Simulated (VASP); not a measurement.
# GaN: exact exchange and RPA correlation, part 2 of 6

Wanted: where the RPA puts the energy minimum of GaN. The scan starts from a database cell scaled to its smallest volume. The cell is of the zinc-blende type, which need not be the form that is stable at ambient conditions. The start is a computed cell from a database.

VASP 6.6.1, plane waves and PAW; the level of theory is named at each step.

So far. Step 3 (Exact exchange, volume ratio 0.92): The Hartree-Fock energy on these orbitals is -11.2930 eV an atom. Step 4 (Empty bands, volume ratio 0.92): WAVECAR now holds 528 bands for 18 electrons.

### Step 5. RPA correlation, volume ratio 0.92

This step: RPA correlation on LDA orbitals; plane waves and PAW (Ga_d_GW, N_GW) (VASP 6.6.1).

The RPA correlation energy follows from the response function on imaginary frequencies; VASP computes it for a row of response cutoffs and extrapolates.

Contents of INCAR:

```
SYSTEM = GaN
PREC = Accurate
ENCUT = 470
ISMEAR = 0
SIGMA = 0.05
LREAL = .FALSE.
GGA = CA
NBANDS = 528
ALGO = ACFDT
ENCUTGW = 200
NOMEGA = 12
PRECFOCK = Fast
LWAVE = .FALSE.
LCHARG = .FALSE.
```

Contents of POSCAR:

```
GaN
1.0
    0.0000000000      2.1917295107      2.1917295107
    2.1917295107      0.0000000000      2.1917295107
    2.1917295107      2.1917295107      0.0000000000
Ga N
1 1
Direct
    0.0000000000      0.0000000000      0.0000000000
    0.2500000000      0.2500000000      0.2500000000
```

Contents of KPOINTS:

```
Automatic mesh
0
Gamma
6 6 6
0 0 0
```

Potentials, in the order of the species: Ga_d_GW and N_GW (LDA family, release 64).

On the command line:

```
mpirun -np 4 vasp_std
```

What it wrote:

```text
[banner, memory and clock lines left out]
running    4 mpi-ranks, on    1 nodes
 distrk:  each k-point on    4 cores,    1 groups
 distr:  one band on    1 cores,    4 groups

 POSCAR found type information on POSCAR GaN
 POSCAR found :  2 types and       2 ions
 LDA part: xc-table for (Slater(with rela. corr.)+CA(PZ))
 , standard interpolation
 found WAVECAR, reading the header
 POSCAR, INCAR and KPOINTS ok, starting setup
 FFT: planning ... GRIDC
 FFT: planning ... GRID_SOFT
 FFT: planning ... GRID
 reading WAVECAR
 the WAVECAR file was read successfully
 initial charge from wavefunction
 available memory per node:    249.33 GB, setting MAXMEM to    255315

 The Fermi energy was updated, please check that it is located mid-gap
 values below the HOMO (VB) or above the LUMO (CB) will cause erroneous energies
 E-fermi :   6.9207

 the WAVEDER file was read successfully
 set NWRITE>2 for more details about minimax calculation
 number of imaginary grid points requested:      12
 number of distinct grids requested:  1
 quadrature errors minimized for energies in [ 0.229E+01, 0.472E+03 ]
 bosonic grid (T=0, re) determined with error: 0.2144E-07
 bosonic grid (re): 0.2144E-07
       0.5284       1.7112       3.3125       5.7604       9.7594
      16.5419      28.3447      49.3603      87.7711     160.8482
     313.2180     745.8700
energies w=
    0.000    0.528    0.000    1.711    0.000    3.313    0.000    5.760
    0.000    9.759    0.000   16.542    0.000   28.345    0.000   49.360
    0.000   87.771    0.000  160.848    0.000  313.218    0.000  745.870
 responsefunction array rank=     144
 LDA part: xc-table for (Slater(with rela. corr.)+CA(PZ))
 , standard interpolation

 min. memory requirement per mpi rank    337.5 MB, per node   1349.8 MB

 allocating   3 responsefunctions rank=   144
 shmem allocating  12 responsefunctions rank=   144
 response function shared by NCSHMEM nodes    1
 Doing            3  frequencies on each core in blocks of           12
NQ=   1    0.0000    0.0000    0.0000,
|.........|.........|.........|.........
 performed      11374000 updates of chi_q(r,r)
 total number of BLAS operations       1707.96 Gflops
NQ=   2    0.1667    0.0000    0.0000,
|.........|.........|.........|.........
 performed      22748000 updates of chi_q(r,r)
 total number of BLAS operations       3594.92 Gflops
NQ=   3    0.3333    0.0000    0.0000,
|.........|.........|.........|.........
 performed      34122000 updates of chi_q(r,r)
 total number of BLAS operations       5481.88 Gflops
NQ=   4    0.5000    0.0000    0.0000,
|.........|.........|.........|.........
 performed      45496000 updates of chi_q(r,r)
 total number of BLAS operations       7214.86 Gflops
NQ=   5    0.1667    0.1667    0.0000,
|.........|.........|.........|.........
 performed      56870000 updates of chi_q(r,r)
 total number of BLAS operations       9024.01 Gflops
NQ=   6    0.3333    0.1667    0.0000,
|.........|.........|.........|.........
 performed      68244000 updates of chi_q(r,r)
 total number of BLAS operations      10757.00 Gflops
NQ=   7    0.5000    0.1667    0.0000,
|.........|.........|.........|.........
 performed      79618000 updates of chi_q(r,r)
 total number of BLAS operations      12390.98 Gflops
NQ=   8   -0.3333    0.1667    0.0000,
|.........|.........|.........|.........
 performed      90992000 updates of chi_q(r,r)
 total number of BLAS operations      14024.96 Gflops
NQ=   9   -0.1667    0.1667    0.0000,
|.........|.........|.........|.........
 performed     102366000 updates of chi_q(r,r)
 total number of BLAS operations      15732.92 Gflops
NQ=  10    0.3333    0.3333    0.0000,
|.........|.........|.........|.........
 performed     113740000 updates of chi_q(r,r)
 total number of BLAS operations      17247.24 Gflops
NQ=  11    0.5000    0.3333    0.0000,
|.........|.........|.........|.........
 performed     125114000 updates of chi_q(r,r)
 total number of BLAS operations      18856.92 Gflops
NQ=  12   -0.3333    0.3333    0.0000,
|.........|.........|.........|.........
 performed     136488000 updates of chi_q(r,r)
 total number of BLAS operations      20540.04 Gflops
NQ=  13    0.5000    0.5000    0.0000,
|.........|.........|.........|.........
 performed     147862000 updates of chi_q(r,r)
 total number of BLAS operations      21984.74 Gflops
NQ=  14    0.5000    0.3333    0.1667,
|.........|.........|.........|.........
 performed     159236000 updates of chi_q(r,r)
 total number of BLAS operations      23522.62 Gflops
NQ=  15   -0.3333    0.3333    0.1667,
|.........|.........|.........|.........
 performed     170610000 updates of chi_q(r,r)
 total number of BLAS operations      25108.19 Gflops
NQ=  16   -0.3333    0.5000    0.1667,
|.........|.........|.........|.........
 performed     181984000 updates of chi_q(r,r)
 total number of BLAS operations      26791.31 Gflops
 entering main loop
```

It took 5.2 min on 4 MPI ranks of Intel Xeon 6975P-C (Granite Rapids), shared host; peak memory 1.7 GiB.

From OUTCAR (step 5):

```text
   k-points           NKPTS =     16   k-points in BZ     NKDIM =    216   number of bands    NBANDS=    528

   NELECT =      18.0000    total number of electrons

 E-fermi :   6.9207

 Hartree contr. to MP2           -0.384004      0.000000

 Hartree contr. to MP2           -3.125769      0.000000

 Hartree contr. to MP2           -3.088256      0.000000

 Hartree contr. to MP2           -1.538897      0.000000

      cutoff energy     smooth cutoff   RPA   correlation   Hartree contr. to MP2

      cutoff energy     smooth cutoff   RPA   correlation   Hartree contr. to MP2
---------------------------------------------------------------------------------
            200.000           160.000      -17.6141938553      -28.3599556033
            190.476           152.381      -17.3927380699      -28.0230056696
            181.406           145.125      -17.1569917352      -27.6629175552
            172.768           138.214      -16.9080954428      -27.2819260737
            164.541           131.632      -16.6452307753      -26.8790535874
            156.705           125.364      -16.3728380052      -26.4615439058
            149.243           119.394      -16.0869373379      -26.0236332431
            142.136           113.709      -15.7948771149      -25.5770567898
  linear regression

  converged value                          -20.3191434854      -32.5014325735

[... 7 parts as in an earlier step ...]

[... 2 further parts left out ...]
```

This step gave:

| Property | Result |
| --- | --- |
| RPA correlation energy | -20.32 eV |

The correlation energy is -10.160 eV an atom. With exact exchange the total is -21.4526 eV an atom.

### Step 6. Comparison: r2SCAN, volume ratio 0.92

This step: r2SCAN; plane waves and PAW (Ga_d_GW, N_GW) (VASP 6.6.1).

For comparison the same cell is computed with r2SCAN.

Contents of INCAR:

```
SYSTEM = GaN
PREC = Accurate
ENCUT = 470
EDIFF = 1E-06
NELM = 100
ISMEAR = 0
SIGMA = 0.05
LREAL = .FALSE.
ALGO = Normal
METAGGA = R2SCAN
LASPH = .TRUE.
NBANDS = 15
LWAVE = .FALSE.
LCHARG = .FALSE.
KPAR = 4
```

POSCAR is that of step 5.

KPOINTS is that of step 5.

On the command line:

```
mpirun -np 4 vasp_std
```

What it wrote:

```text
[banner, memory and clock lines left out]
running    4 mpi-ranks, on    1 nodes
 distrk:  each k-point on    1 cores,    4 groups
 distr:  one band on    1 cores,    1 groups

 POSCAR found type information on POSCAR GaN
 POSCAR found :  2 types and       2 ions
|                                                                             |
|               ----> ADVICE to this user running VASP <----                  |
|                                                                             |
|     You enforced a specific xc type in the INCAR file but a different       |
|     [... a line on the potential file left out ...]
|     I HOPE YOU KNOW WHAT YOU ARE DOING!                                     |
|                                                                             |

 LDA part: xc-table for (None), standard interpolation
 POSCAR, INCAR and KPOINTS ok, starting setup
 FFT: planning ... GRIDC
 FFT: planning ... GRID_SOFT
 FFT: planning ... GRID
 WAVECAR not read
 entering main loop
       N       E                     dE             d eps       ncg     rms          rms(c)
DAV:   1    -0.168805E+02   -0.16880E+02   -0.11046E+04   512   0.196E+03
DAV:   2    -0.153264E+03   -0.13638E+03   -0.12991E+03   522   0.401E+02
DAV:   3    -0.162351E+03   -0.90870E+01   -0.90333E+01   620   0.114E+02
DAV:   4    -0.162506E+03   -0.15451E+00   -0.15449E+00   543   0.165E+01
DAV:   5    -0.162510E+03   -0.46410E-02   -0.46410E-02   689   0.298E+00    0.123E+01
DAV:   6    -0.156865E+03    0.56455E+01   -0.39748E+00   734   0.560E+01    0.621E+00
DAV:   7    -0.156900E+03   -0.35430E-01   -0.62754E-01   627   0.153E+01    0.352E+00
DAV:   8    -0.156912E+03   -0.11199E-01   -0.32492E-02   556   0.296E+00    0.786E-01
DAV:   9    -0.156912E+03   -0.61132E-03   -0.27777E-03   759   0.118E+00    0.599E-02
DAV:  10    -0.156912E+03   -0.14348E-03   -0.55284E-04   608   0.610E-01    0.220E-02
DAV:  11    -0.156912E+03    0.11099E-04   -0.63611E-05   669   0.310E-01    0.103E-02
DAV:  12    -0.156912E+03   -0.58853E-06   -0.11577E-05   636   0.755E-02    0.306E-03
DAV:  13    -0.156912E+03   -0.14445E-06   -0.74799E-07   380   0.193E-02
   1 F= -.15691225E+03 E0= -.15691225E+03  d E =-.281171E-17
```

It took 8.8 s on 4 MPI ranks; peak memory 0.49 GiB; 22 s of CPU time.

Parts of OUTCAR (step 6):

```text
   NELECT =      18.0000    total number of electrons

 E-fermi :   6.1409

 k-point     1 :       0.0000    0.0000    0.0000
  band No.  band energies     occupation
    ...
      5      -7.7403      2.00000
      6      -7.7403      2.00000
      7       5.8556      2.00000
      8       5.8556      2.00000
      9       5.8556      2.00000
     10       8.5337      0.00000
     11      17.3964      0.00000
     12      17.3965      0.00000
     13      17.3965      0.00000
     14      25.5462      0.00000
    ...

  Total        2.5399013      2.5399013      2.5399013      0.0000000      0.0000000      0.0000000
  in kB      193.2575939    193.2575939    193.2575939      0.0000000      0.0000000      0.0000000
  external PRESSURE =     193.2575939 kB  Pullay stress =       0.0000000 kB

 POSITION                                       TOTAL-FORCE (eV/Angst)
 -----------------------------------------------------------------------------------
      0.00000      0.00000      0.00000        -0.000000     -0.000000     -0.000000
      1.09586      1.09586      1.09586         0.000000      0.000000      0.000000
 -----------------------------------------------------------------------------------
    total drift:                                0.000231      0.000231      0.000230

  FREE ENERGIE OF THE ION-ELECTRON SYSTEM (eV)
  ---------------------------------------------------
  free  energy   TOTEN  =      -156.9122480856 eV

  energy  without entropy=     -156.9122480856  energy(sigma->0) =     -156.91224809

[... 8 parts as in an earlier step ...]

[... 8 further parts left out ...]
```

This step gave:

```yaml
free_energy_toten: -156.9122 eV
fermi_energy: 6.141 eV
pressure: 19.33 GPa
gap_on_the_k_mesh: 2.678 eV
least_direct_gap_on_the_k_mesh: 2.678 eV
```

Its energy is -78.4561 eV an atom, on a zero of its own.

### Step 7. Orbitals for comparison: HSE06, volume ratio 0.92

This step: LDA; plane waves and PAW (Ga_d_GW, N_GW) (VASP 6.6.1).

A hybrid converges faster from good orbitals, so a cheap LDA run writes WAVECAR first.

Contents of INCAR:

```
SYSTEM = GaN
PREC = Accurate
ENCUT = 470
EDIFF = 1E-05
NELM = 100
ISMEAR = 0
SIGMA = 0.05
LREAL = .FALSE.
ALGO = Normal
GGA = CA
NBANDS = 15
LORBIT = 11
LWAVE = .TRUE.
LCHARG = .FALSE.
KPAR = 4
```

POSCAR is that of step 6.

KPOINTS is that of step 6.

On the command line:

```
mpirun -np 4 vasp_std
```

What it wrote:

```text
[... set-up lines as in an earlier step ...]
 entering main loop
       N       E                     dE             d eps       ncg     rms          rms(c)
[... 10 cycles as in an earlier step ...]
DAV:  11    -0.138983E+02    0.70009E-05   -0.29386E-05   573   0.142E-01
   1 F= -.13898274E+02 E0= -.13898274E+02  d E =-.453629E-17
 writing wavefunctions
```

Elapsed: 1.8 s, on 4 MPI ranks; peak memory 0.45 GiB.

From OUTCAR (step 7):

```text
   NELECT =      18.0000    total number of electrons

 E-fermi :   6.0595

 k-point     1 :       0.0000    0.0000    0.0000
  band No.  band energies     occupation
    ...
      5      -7.5448      2.00000
      6      -7.5448      2.00000
      7       5.7763      2.00000
      8       5.7763      2.00000
      9       5.7763      2.00000
     10       8.0655      0.00000
     11      16.4051      0.00000
     12      16.4051      0.00000
     13      16.4051      0.00000
     14      24.2172      0.00000
    ...

  Total        1.4904318      1.4904318      1.4904318     -0.0000000     -0.0000000     -0.0000000
  in kB      113.4049061    113.4049061    113.4049061     -0.0000000     -0.0000000     -0.0000000
  external PRESSURE =     113.4049061 kB  Pullay stress =       0.0000000 kB

 POSITION                                       TOTAL-FORCE (eV/Angst)
 -----------------------------------------------------------------------------------
      0.00000      0.00000      0.00000         0.000000      0.000000      0.000000
      1.09586      1.09586      1.09586        -0.000000     -0.000000     -0.000000
 -----------------------------------------------------------------------------------
    total drift:                                0.000002      0.000002      0.000002

  FREE ENERGIE OF THE ION-ELECTRON SYSTEM (eV)
  ---------------------------------------------------
  free  energy   TOTEN  =       -13.8982736095 eV

  energy  without entropy=      -13.8982736095  energy(sigma->0) =      -13.89827361

[... 9 parts as in an earlier step ...]

[... 8 further parts left out ...]
```

Read from the output:

```
free energy (TOTEN)            : -13.90 eV
Fermi energy                   : 6.059 eV
pressure                       : 11.34 GPa
gap on the k-mesh              : 2.289 eV
least direct gap on the k-mesh : 2.289 eV
```

The run ends at a pressure of 11.34 GPa.

### Step 8. Comparison: HSE06, volume ratio 0.92

This step: HSE06; plane waves and PAW (Ga_d_GW, N_GW) (VASP 6.6.1).

For comparison the same cell is computed with HSE06.

Contents of INCAR:

```
SYSTEM = GaN
PREC = Accurate
ENCUT = 470
EDIFF = 1E-06
NELM = 100
ISMEAR = 0
SIGMA = 0.05
LREAL = .FALSE.
ALGO = Normal
LHFCALC = .TRUE.
AEXX = 0.25
GGA = PE
HFSCREEN = 0.2
LASPH = .TRUE.
NBANDS = 15
PRECFOCK = Fast
LWAVE = .FALSE.
LCHARG = .FALSE.
KPAR = 4
```

POSCAR is that of step 7.

KPOINTS is that of step 7.

The WAVECAR or CHGCAR of an earlier step is read.

On the command line:

```
mpirun -np 4 vasp_std
```

What it wrote:

```text
[banner, memory and clock lines left out]
running    4 mpi-ranks, on    1 nodes
 distrk:  each k-point on    1 cores,    4 groups
 distr:  one band on    1 cores,    1 groups

 POSCAR found type information on POSCAR GaN
 POSCAR found :  2 types and       2 ions
 [... a notice as in an earlier step ...]

 LDA part: xc-table for (Slater+PW92), standard interpolation
 found WAVECAR, reading the header
 POSCAR, INCAR and KPOINTS ok, starting setup
 FFT: planning ... GRIDC
 FFT: planning ... GRID_SOFT
 FFT: planning ... GRID
 reading WAVECAR
 the WAVECAR file was read successfully
 initial charge from wavefunction
 entering main loop
       N       E                     dE             d eps       ncg     rms          rms(c)
DAV:   1    -0.146836E+02   -0.14684E+02   -0.11374E+00   664   0.362E+01    0.107E+00
DAV:   2    -0.146538E+02    0.29818E-01   -0.15052E-01   638   0.127E+01    0.595E-01
DAV:   3    -0.146495E+02    0.43262E-02   -0.19873E-02   655   0.360E+00    0.311E-01
DAV:   4    -0.146494E+02    0.10903E-03   -0.13903E-03   642   0.508E-01    0.187E-01
DAV:   5    -0.146492E+02    0.18101E-03   -0.12439E-04   566   0.160E-01    0.107E-01
DAV:   6    -0.146491E+02    0.69207E-04   -0.48479E-05   606   0.967E-02    0.580E-02
DAV:   7    -0.146491E+02    0.19946E-04   -0.10413E-05   627   0.563E-02    0.326E-02
DAV:   8    -0.146491E+02    0.70611E-05   -0.23150E-06   564   0.302E-02    0.190E-02
DAV:   9    -0.146491E+02    0.24110E-05   -0.73173E-07   331   0.161E-02    0.111E-02
DAV:  10    -0.146491E+02    0.61874E-06   -0.44865E-07   324   0.942E-03
   1 F= -.14649107E+02 E0= -.14649107E+02  d E =-.370935E-16
```

The job ended after 1.8 min (4 MPI ranks; peak memory 0.89 GiB).

Parts of OUTCAR (step 8):

```text
   k-points           NKPTS =     16   k-points in BZ     NKDIM =    216   number of bands    NBANDS=     15

   NELECT =      18.0000    total number of electrons

 E-fermi :   5.5136

 k-point     1 :       0.0000    0.0000    0.0000
  band No.  band energies     occupation
    ...
      5     -10.0997      2.00000
      6     -10.0997      2.00000
      7       5.2398      2.00000
      8       5.2398      2.00000
      9       5.2398      2.00000
     10       8.8597      0.00000
     11      17.7492      0.00000
     12      17.7492      0.00000
     13      17.7492      0.00000
     14      25.8267      0.00000
    ...

 POSITION                                       TOTAL-FORCE (eV/Angst)
 -----------------------------------------------------------------------------------
      0.00000      0.00000      0.00000         0.000000      0.000000      0.000000
      1.09586      1.09586      1.09586        -0.000000     -0.000000     -0.000000
 -----------------------------------------------------------------------------------
    total drift:                                0.000096      0.000077      0.000061

  FREE ENERGIE OF THE ION-ELECTRON SYSTEM (eV)
  ---------------------------------------------------
  free  energy   TOTEN  =       -14.6491068343 eV

  energy  without entropy=      -14.6491068343  energy(sigma->0) =      -14.64910683

[... 8 parts as in an earlier step ...]

[... 8 further parts left out ...]
```

This step gave:

- free energy (TOTEN): -14.65 eV
- Fermi energy: 5.514 eV
- gap on the k-mesh: 3.620 eV
- least direct gap on the k-mesh: 3.620 eV

Its energy is -7.3246 eV an atom, on a zero of its own.

(Continued in part 3 of 6.)

[Long decimals in the printed logs are rounded to 6 places.]

[Lines on the potential files, build, host, timing and source positions are cut from VASP's logs without a mark.]

[Logs are printed without paths, hosts, clocks, repeated set-up lines and the standing remarks that a program may print on its own settings, such as how far it seeks lower states.]

[Hosts, paths, dates, database ids (printed as entryN), source tags and the programs' standing remarks are cut or masked in the printed files.]

[Measured values are set beside computed ones only where the two were judged alike; some that the calculation misses by far are left out.]

[Pressures printed for these runs are not shown converged in the cutoff: they can be off by several GPa and have the wrong sign.]
